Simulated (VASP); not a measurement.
The input files of a VASP run:

### INCAR
```
# general
SYSTEM = Na
PREC   = Accurate
ENCUT  = 400
LREAL  = .FALSE.
LASPH  = .TRUE.

# electronic loop
EDIFF  = 1E-6
NELM   = 100
ALGO   = Normal

# smearing
ISMEAR = 1
SIGMA  = 0.1

# functional
GGA    = PS

# ions
IBRION = 2
NSW    = 60
ISIF   = 3
EDIFFG = -0.01

# output
LWAVE  = .FALSE.
LCHARG = .FALSE.
```

POSCAR:
```
Na
1
   -2.0691802846     2.0691802846     2.0691802846
    2.0691802846    -2.0691802846     2.0691802846
    2.0691802846     2.0691802846    -2.0691802846
Na
1
Direct
  0.0000000000   0.0000000000   0.0000000000
```

KPOINTS:
```
Automatic mesh
0
Gamma
11 11 11
0 0 0
```

POTCAR, in this order: Na_pv (PBE.64 set). Program: vasp_std.

**Question.** Write an equivalent input for Ansatz.

**Answer.** One equivalent input (not run):
Ansatz 0.2 input:
```yaml
crystal:
  lattice:
    - [-2.0691803, 2.0691803, 2.0691803]
    - [2.0691803, -2.0691803, 2.0691803]
    - [2.0691803, 2.0691803, -2.0691803]
  atoms:
    - { symbol: Na, position: [0.0000000, 0.0000000, 0.0000000] }
kpoints:
  mp_grid: { grid: [11, 11, 11] }
hamiltonian:
  xc: pbesol
  pseudopotentials: { kind: paw }
scf:
  occupations: { method: methfessel_paxton, width: 0.1 }
  max_iter: 100
relax:
  max_steps: 60
  f_tol: 0.01
  cell: {}
output: { forces: true, stress: true, eigenvalues: true }
```
The two are equivalent in intent, not identical: each code has its own PAW files, so the cut-off isn't converted (ENCUT is set for VASP's; basis.ecutwfc is left out, and Ansatz then takes the one that its files recommend); Ansatz stops its SCF on the density residual and VASP on the energy change (EDIFF).

The compound is Na in the bcc structure. This run relaxes it. Symmetry was kept, so distortions that lower it aren't found. The start is the result of an earlier pass.
